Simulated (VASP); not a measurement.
```
Sr
1.0
    0.00000     2.99124     2.99124
    2.99124     0.00000     2.99124
    2.99124     2.99124     0.00000
Sr
1
Cartesian
  0.00000   0.00000   0.00000
```

Computed with PBE GGA with D3 dispersion (zero damping), VASP's PBE PAW potentials (set 64) (plane waves; VASP). Settings: 520 eV cut-off, 9×9×9 Γ-centred mesh, tetrahedra with Blöchl corrections, potentials Sr_sv.

Problem. Estimate the energy per atom (σ→0).

Solution. 
- energy per atom (σ→0) = -172.3 kJ/mol of atoms

The compound is Sr in the fcc structure. It was relaxed first.
